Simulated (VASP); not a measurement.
Here is the system:

```
LiSi64
1.0
   10.93707     0.00000     0.00000
    0.00000    10.93707     0.00000
    0.00000     0.00000    10.93707
Si Li
64 1
Direct
  0.50000   0.00000   0.00000
  0.62500   0.12500   0.12500
  0.75000   0.25000   0.00000
  0.87500   0.37500   0.12500
  0.75000   0.00000   0.25000
  0.87500   0.12500   0.37500
  0.00000   0.00000   0.00000
  0.12500   0.12500   0.12500
  0.25000   0.25000   0.00000
  0.37397   0.37349   0.12512
  0.50000   0.50000   0.00000
  0.62500   0.62500   0.12500
  0.75000   0.75000   0.00000
  0.87500   0.87500   0.12500
  0.25000   0.00000   0.25000
  0.37110   0.12069   0.37180
  0.49776   0.24604   0.25393
  0.62543   0.37930   0.37866
  0.75000   0.50000   0.25000
  0.87500   0.62500   0.37500
  0.50000   0.00000   0.50000
  0.62500   0.12500   0.62500
  0.75000   0.25000   0.50000
  0.87500   0.37500   0.62500
  0.75000   0.00000   0.75000
  0.87500   0.12500   0.87500
  0.00000   0.50000   0.00000
  0.12500   0.62500   0.12500
  0.25000   0.75000   0.00000
  0.37500   0.87500   0.12500
  0.00000   0.25000   0.25000
  0.12608   0.37284   0.37661
  0.24714   0.50206   0.25108
  0.37597   0.62676   0.37537
  0.50000   0.75000   0.25000
  0.62500   0.87500   0.37500
  0.00000   0.00000   0.50000
  0.12500   0.12500   0.62500
  0.25366   0.24926   0.50048
  0.37612   0.37931   0.62652
  0.49951   0.49746   0.50355
  0.62500   0.62500   0.62500
  0.75000   0.75000   0.50000
  0.87500   0.87500   0.62500
  0.25000   0.00000   0.75000
  0.37500   0.12500   0.87500
  0.50000   0.25000   0.75000
  0.62500   0.37500   0.87500
  0.75000   0.50000   0.75000
  0.87500   0.62500   0.87500
  0.00000   0.75000   0.25000
  0.12500   0.87500   0.37500
  0.00000   0.50000   0.50000
  0.12500   0.62500   0.62500
  0.25000   0.75000   0.50000
  0.37500   0.87500   0.62500
  0.00000   0.25000   0.75000
  0.12500   0.37500   0.87500
  0.25000   0.50000   0.75000
  0.37500   0.62500   0.87500
  0.50000   0.75000   0.75000
  0.62500   0.87500   0.87500
  0.00000   0.75000   0.75000
  0.12500   0.87500   0.87500
  0.37613   0.37755   0.37540
```

Level of theory: PBE GGA, VASP's PBE PAW potentials (set 64) (plane waves; VASP). Numerical set-up: PREC = Normal, LREAL = Auto, ISYM = 0, EDIFF = 1E-5, 400 eV cut-off, 1×1×1 Γ-centred mesh, Gaussian smearing of 0.050 eV, potentials Si Li. Starting moments (MAGMOM): 65*0.0154. The cell's moment is fixed (NUPDOWN = 1).

The supercell is sampled at Γ alone, which is coarse: total energies, pressure and levels can be off, energies of defects by several tenths of an eV.

**Question.** The ions are relaxed. Predict the relaxed structure.

**Answer.** 
```
LiSi64
1.0
   10.93707     0.00000     0.00000
    0.00000    10.93707     0.00000
    0.00000     0.00000    10.93707
Si Li
64 1
Cartesian
  5.46268  10.93024  10.93139
  6.87182   1.32996   1.33272
  8.21278   2.73889  10.93188
  9.56660   4.10556   1.37094
  8.21015  10.92973   2.73959
  9.56683   1.36559   4.10309
 10.93280  10.93491  10.93365
  1.36385   1.35993   1.35969
  2.72956   2.72904   0.00076
  4.09556   4.10498   1.35572
  5.47312   5.47139   0.00388
  6.84043   6.83393   1.36280
  8.20275   8.20382  10.93641
  9.56509   9.57419   1.36203
  2.72314  10.93246   2.72508
  4.09435   1.33816   4.10456
  5.50853   2.68743   2.70027
  6.85238   4.10816   4.11186
  8.20049   5.47189   2.73087
  9.56632   6.82469   4.10380
  5.47409  10.93128   5.47457
  6.83972   1.35964   6.83578
  8.20536   2.72901   5.47548
  9.56713   4.10444   6.83511
  8.20187  10.93626   8.20307
  9.56427   1.35882   9.57085
 10.92709   5.46369  10.93211
  1.33519   6.86589   1.33229
  2.74012   8.20967  10.92929
  4.09838   9.57290   1.36717
  0.00028   2.72981   2.73156
  1.35721   4.10360   4.10962
  2.68723   5.51188   2.69365
  4.09822   6.84656   4.10721
  5.47368   8.20372   2.72982
  6.83833   9.57242   4.10354
 10.92893  10.93084   5.46336
  1.33719   1.32940   6.86867
  2.69909   2.68712   5.51482
  4.10044   4.10872   6.85571
  5.51458   5.51656   5.52017
  6.87676   6.87115   6.87272
  8.21601   8.21211   5.46371
  9.56821   9.57730   6.83789
  2.73932  10.92843   8.21338
  4.09867   1.36526   9.57370
  5.47569   2.72943   8.20837
  6.83794   4.10491   9.57823
  8.21140   5.46339   8.21522
  9.56827   6.83634   9.57307
 10.92489   8.20933   2.74013
  1.36839   9.57269   4.10302
 10.93604   5.47221   5.47696
  1.36631   6.83547   6.83663
  2.72817   8.20596   5.47508
  4.09893   9.57277   6.83530
 10.92877   2.73906   8.21386
  1.37044   4.10550   9.57671
  2.72526   5.47486   8.20753
  4.09853   6.82599   9.57514
  5.46342   8.21203   8.21754
  6.84179   9.57711   9.57522
 10.93560   8.20510   8.20340
  1.36641   9.57259   9.57256
  4.10278   4.11735   4.10974
``` The cell ends with 1.00 μB, on the first 30 sites 0.00 0.00 0.00 0.00 0.00 0.00 0.00 0.00 0.00 0.00 0.00 0.00 0.00 0.00 0.00 0.00 0.01 0.00 0.00 0.00 0.00 0.00 0.00 0.00 0.00 0.00 0.00 0.00 0.00 0.00 μB.

**Question.** How much energy does the relaxation gain?

**Answer.** The energy (σ→0) changes by -4.2 meV/atom, in 10 ionic steps.

The cell is a supercell with a defect, built from Si (diamond): Li_i.
